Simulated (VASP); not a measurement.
Level of theory: RPBE GGA, VASP's PBE PAW potentials (set 64) (plane waves; VASP).

VASP input:

### POSCAR
```
Li
1
   -1.7183451483     1.7183451483     1.7183451483
    1.7183451483    -1.7183451483     1.7183451483
    1.7183451483     1.7183451483    -1.7183451483
Li
1
Direct
  0.0000000000   0.0000000000   0.0000000000
```

### KPOINTS
```
kpoints
0
G
 15 15 15
0 0 0
```

### INCAR
```
SYSTEM = Li
PREC = Accurate
ENCUT = 520
EDIFF = 1E-7
NELM = 100
ALGO = Normal
LREAL = .FALSE.
LASPH = .TRUE.
ISMEAR = 1
SIGMA = 0.1
GGA = RP
LWAVE = .FALSE.
LCHARG = .FALSE.
ISIF = 2
```

POTCAR, in this order: Li_sv (PBE.64 set). Program: vasp_std.

### Question
What does the run give for the energy per atom (σ→0), band gap (on the k-mesh)?

### Answer

```
Item                                                        Result
------------------------  ----------------------------------------
energy per atom (σ→0)                               -1.809 eV/atom
band gap (on the k-mesh)  none (metal, semimetal or under 0.01 eV)
```

File OSZICAR:
```
...
DAV:   6    -0.180958294987E+01    0.14310E-02   -0.24537E-04  1660   0.133E-01    0.110E-01
DAV:   7    -0.180897647178E+01    0.60648E-03   -0.59731E-04  1840   0.213E-01    0.208E-02
DAV:   8    -0.180896381400E+01    0.12658E-04   -0.18096E-06  1300   0.159E-02    0.151E-03
DAV:   9    -0.180895962727E+01    0.41867E-05   -0.21053E-07  1660   0.552E-03    0.384E-04
DAV:  10    -0.180895865882E+01    0.96845E-06   -0.73434E-09   710   0.996E-04    0.439E-04
DAV:  11    -0.180895837291E+01    0.28591E-06   -0.40133E-09   665   0.795E-04    0.790E-05
DAV:  12    -0.180895831871E+01    0.54199E-07   -0.67887E-10   610   0.354E-04
   1 F= -.18089583E+01 E0= -.18089312E+01  d E =-.814728E-04
```

The compound is Li in the bcc structure. This cell is one point of a volume scan, at 0.97 of the reference volume.
